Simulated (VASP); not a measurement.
VASP input:

File KPOINTS:
```
Automatic
0
gamma
  6 6 4
0 0 0
```

**POSCAR**
```
SnSe2
1
    1.9227618632    -3.3303216563     0.0000000000
    1.9227618632     3.3303216563    -0.0000000000
    0.0000000000     0.0000000000     6.0872645620
Sn Se
1 2
Direct
  0.0000000000   0.0000000000   0.0000000000
  0.3333330000   0.6666670000   0.2617367324
  0.6666670000   0.3333330000   0.7382632676
```

INCAR:
```
ALGO = Normal
EDIFF = 1E-7
EDIFFG = -0.01
ENCUT = 480
GGA = PE
IBRION = 2
ISIF = 3
ISMEAR = 0
LASPH = .TRUE.
LCHARG = .FALSE.
LMAXMIX = 4
LREAL = .FALSE.
LWAVE = .FALSE.
NELM = 100
NSW = 40
PREC = Accurate
PSTRESS = 20
SIGMA = 0.05
SYSTEM = SnSe2
```

POTCAR, in this order: Sn_d Se (PBE.64 set). Program: vasp_std.

### Question
Translate this PBE calculation to Ansatz.

### Answer
One equivalent input (not run):
Ansatz 0.2 input:
```yaml
crystal:
  lattice:
    - [1.9227619, -3.3303217, 0.0000000]
    - [1.9227619, 3.3303217, 0.0000000]
    - [0.0000000, 0.0000000, 6.0872646]
  atoms:
    - { symbol: Sn, position: [0.0000000, 0.0000000, 0.0000000] }
    - { symbol: Se, position: [0.3333330, 0.6666670, 0.2617367] }
    - { symbol: Se, position: [0.6666670, 0.3333330, 0.7382633] }
kpoints:
  mp_grid: { grid: [6, 6, 4] }
hamiltonian:
  xc: pbe
  pseudopotentials: { kind: paw }
scf:
  occupations: { method: gaussian, width: 0.05 }
  max_iter: 100
relax:
  max_steps: 40
  f_tol: 0.01
  cell: { p_target: 2 }
output: { forces: true, stress: true, eigenvalues: true }
```
Limits of the translation: each code has its own PAW files, so the cut-off isn't converted (ENCUT is set for VASP's; basis.ecutwfc is left out, and Ansatz then takes the one that its files recommend); Ansatz stops its SCF on the density residual and VASP on the energy change (EDIFF).

The compound is SnSe2 in the 1T layered structure. It was relaxed first under an external pressure of 2 GPa.
